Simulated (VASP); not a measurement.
# Plane-wave cutoff convergence of pressure and energy in WS2 with LDA in VASP

A transistor channel made of a few WS2 layers changes its band gap and contact behaviour when it is strained, so a calculated cell that is wrong because of the basis set can pass for a strained device. I therefore want to see which cutoff makes the pressure reliable enough for relaxing the cell, and whether the energy gives the same warning. The runs use LDA at one fixed geometry, with only the plane-wave cutoff changing. Pressure and energy errors are measured against the 520 eV run, not against experiment, and a negative pressure error means spurious tension. The structure as run is itself under tension at every cutoff, and the tension found at 520 eV cancels in the differences.

## Computational details

Single-point runs at fixed cell and atoms; within a crystal every other setting is the same. Program: VASP 6.6.1, plane waves and PAW (data sets made for PBE of release 64), scalar-relativistic without spin-orbit coupling, no spin polarisation. Cutoff 160 to 520 eV; on the k meshes the divisions times the cell-vector length are 64 Å or more. Occupations: Fermi-Dirac smearing of 0.05 eV. Times are rough, from shared x86 server processors. The same in all rows: PAW data sets by their labels: W S.

Notes on method and selection:

- A truncated basis gives a spurious tension (Pulay stress); the pressure converges more slowly than energy differences.
- The lowest cutoffs lie below the values recommended with the data sets and were run to show the error.
- The space group named is that of the cell as run, which can be lower than that of the source structure.
- Runs that did not converge, have known faults or may not be shown are not listed, and runs on Ansatz's PAW sets soft_1 and soft_2 are kept to separate tables.

Columns:

- cutoff (eV): plane-wave cutoff ENCUT.
- pressure error (GPa): pressure minus that of the run with the highest cutoff of the same crystal, compression positive.
- energy error (meV/atom): energy per atom, extrapolated to zero smearing as the program prints it, minus that of the run with the highest cutoff of the same crystal.
- force error (meV/Å): largest difference of the force on an atom against the run with the highest cutoff of the same crystal.
- cost (core-s): processor time of the run, shared machines, rough.

Input lines of one member:

```
PREC = Accurate
ENCUT = 160
EDIFF = 1E-06
NELM = 100
ISMEAR = -1
SIGMA = 0.05
LREAL = .FALSE.
ALGO = Normal
GGA = CA
NBANDS = 15
LASPH = .TRUE.
LORBIT = 11
ISIF = 2
```

Command (options for logging and memory left out): `vasp_std`

## Computed values

| member | cutoff (eV) | pressure error (GPa) | energy error (meV/atom) | force error (meV/Å) | cost (core-s) | remark |
| --- | --- | --- | --- | --- | --- | --- |
| 160 eV | 160 | −23.455 | 10.54 | 220.4 | 240 |  |
| 190 eV | 190 | −10.964 | 59.51 | 71.5 | 290 |  |
| 230 eV | 230 | ? | ? | ? | 290 |  |
| 260 eV | 260 | −1.283 | 13.80 | 21.7 | 470 |  |
| 300 eV | 300 | −0.473 | 4.23 | 6.0 | 440 |  |
| 340 eV | 340 | −0.125 | 1.32 | 2.3 | 570 |  |
| 410 eV | 410 | 0.022 | 0.49 | 0.7 | 680 |  |
| 520 eV | 520 | 0.000 | 0.00 | 0.0 | 970 | entry of the Crystallography Open Database |

Cells marked ? are withheld until the estimate has been made.

## Reading the trend

From 190 eV upwards both errors shrink quickly. Between 260 and 340 eV the pressure error falls in size by a factor 1.283 / 0.125 = 10.3 and the energy error by 13.80 / 1.32 = 10.5, so in relative terms the two keep pace here. What differs is the consequence. At 300 eV the energy is off by 4.23 meV/atom, much of which should cancel between similar structures run at the same cutoff. The tension of 0.473 GPa does not cancel in a cell relaxation. With a stiffness across the layers of very roughly 50 GPa, it would shrink the layer spacing by about 1%. At 340 eV the remaining 0.125 GPa matters much less.

The tension comes from the way the stress is evaluated, with the number of plane waves held fixed. Stretching the cell then lowers the effective cutoff and raises the energy, so the crystal seems to pull inwards. For a total energy $E$ that depends on the cutoff $E_c$ in a volume $V$, the spurious pressure is about $\frac{2E_c}{3V}\,\frac{dE}{dE_c}$, which is negative as long as the energy falls with the cutoff.

The 160 eV row does not fit that picture. Its energy error is only 10.54 meV/atom, against 59.51 at 190 eV, although its pressure and force errors are the largest in the table. A larger basis alone should lower the energy, not raise it. I suspect the correction for the cutoff error of the free atoms, which VASP adds to the total energy but which does not depend on volume, together with projectors that so small a basis represents badly. The small energy error at 160 eV would then be a cancellation. Whatever its cause, an energy test confined to the lowest cutoffs would mislead.

## Prediction

Plain estimates from the members shown:

- 230 eV, straight-line interpolation between 190 eV and 260 eV: w = (230 − 190) / (260 − 190) = 0.571, so −10.964 + 0.571 × (−1.283 − (−10.964)) = −5.432 GPa

The straight line between 190 and 260 eV gives −5.432 GPa, which I expect to be too negative because the error decays in a strongly curved way. The same kind of line drawn from 190 to 300 eV, with the weight 70 / 110 = 0.6364, would put the 260 eV row at −10.964 + 0.6364 × (−0.473 − (−10.964)) = −4.29 GPa, where the table has −1.283.

I interpolate the logarithm of the error's size instead, which amounts to assuming exponential decay between the two neighbours. With the weight 0.571 this gives 10.964 × (1.283 / 10.964)^0.571 = 3.22, hence −3.22 GPa.

I tried this route on three shown rows, each time leaving the row out and using its neighbours. At 260 eV it gives 10.964 × (0.473 / 10.964)^0.6364 = 1.48 against 1.283, at 190 eV 23.455 × (1.283 / 23.455)^0.3 = 9.81 against 10.964, and at 300 eV 1.283 × (0.125 / 1.283)^0.5 = 0.400 against 0.473. The misses are 15, 11 and 15%, and they go in both directions, so I apply no shift. The energy column offers no better route, since its behaviour at the lowest cutoffs does not follow the pressure.

A typical miss of 14% means 0.14 × 3.22 = 0.45 GPa, which I round up to 0.5 GPa.

**Committed estimate, 230 eV: pressure error = −3.2 ± 0.5 GPa.**

## Result

| member | cutoff (eV) | pressure error (GPa) | energy error (meV/atom) | force error (meV/Å) | cost (core-s) |
| --- | --- | --- | --- | --- | --- |
| 230 eV | 230 | −3.157 | 33.87 | 42.0 | 290 |

| member | estimate | pressure error (GPa) | computed | estimate − computed | miss in error bars |
| --- | --- | --- | --- | --- | --- |
| 230 eV | committed | −3.200 | −3.157 | −0.043 | 0.1 |
| 230 eV | interpolation | −5.432 | −3.157 | −2.275 |  |

My estimate of −3.2 ± 0.5 GPa lies 0.043 GPa from the computed −3.157 GPa, well inside its error bar. The straight line missed by 2.275 GPa on the side of too much tension, as expected for a curved decay. Interpolating the logarithm worked better here than in my three trials, which missed by 11 to 15%, so I keep the wider error for other rows.

The formula I gave for the spurious pressure does less well when I put the printed energies into it. Around 230 eV their slope is (13.80 − 59.51) / 70 = −0.653 meV/atom per eV. With a volume of roughly 18 Å³ per atom, the pressure is 2 × 230 × (−0.653) / (3 × 18) = −5.6 meV/Å³, or about −0.9 GPa, less than a third of the computed error. The likely reason is that the printed energy contains the free-atom correction, which removes part of the cutoff dependence, whereas the formula needs the uncorrected energy.

## Exceptions

The energy at 160 eV stands farthest from the series. From 260 down to 190 eV the energy error rises from 13.80 through 33.87 to 59.51 meV/atom, and then it drops to 10.54. Even if it had only stayed level below 190 eV, the 160 eV energy would be 59.51 − 10.54 = 49 meV/atom too low. The free-atom correction has the right sign for this, since it lowers the energy most at small cutoffs and can overcorrect in the crystal. That it accounts for the whole drop is my conjecture. Pressure and forces show no such recovery: their errors at 160 eV are the largest of all rows.

The pressure error at 410 eV is positive, 0.022 GPa, where a continued decay would leave a small negative value. At this size, a change of the real-space grids with the cutoff or a remaining error of the 520 eV reference could turn the sign, and I read no physics into it.

The structure is a special case too, and at the start I mentioned only its tension. It comes from a database entry, but as run it is not a crystal at rest. The cell has no symmetry beyond its translations, large forces act on the atoms at every cutoff, and the stress has a sizeable shear part. The cell also repeats after a single layer, unlike the common 2H stacking, which repeats after two. The forces and stress found at 520 eV cancel in the differences, so the table does show the cutoff error at this geometry. It does not test that error for the relaxed crystal or for another stacking.

## Cost against accuracy

The run at 520 eV took 970 core-s and the one at 300 eV took 440, a ratio of 2.2. The plane waves fill a sphere whose radius grows as the square root of the cutoff, so their number grows as the cutoff to the power 3/2, which gives (520 / 300)^1.5 = 2.3, so the rise is about what the basis size suggests. The extra time removes a spurious tension of 0.473 GPa. Saving at the low end buys little: 260 and 300 eV cost the same within the scatter of shared machines, while the pressure error differs by a factor 1.283 / 0.473 = 2.7. For a crystal this small I see no reason to relax the cell below 340 eV.

## What to take away

Between 190 and 340 eV the pressure error of this distorted, unrelaxed cell falls tenfold for about every 77 eV of cutoff. A straight line in the logarithm of the error, drawn through those two end rows, misses the three rows between them by 5 to 13%, while the errors themselves run from 10.964 to 0.125 GPa. It fails at 410 eV, where the sign has changed.

To start a cell relaxation I would take 410 eV, and 340 eV where a tension of 0.125 GPa is tolerable. Since the runs do not cover the relaxed geometry, I would compare the pressure there with that at a higher cutoff before trusting the cell. With the rough stiffness of 50 GPa across the layers, that tension shortens the layer spacing by 0.125 / 50 = 0.0025, or about 0.3%.

No omitted effect that I know of rivals the pressure errors of the lowest cutoffs. From 340 eV upwards the treatment of dispersion matters more than the basis: an added dispersion term would pull the layers together with a tension of very roughly 1 GPa, and on top of LDA, which already overbinds, it would probably make the spacing too short.

[Logs are printed without paths, hosts, clocks, repeated set-up lines and the standing remarks that a program may print on its own settings, such as how far it seeks lower states.]
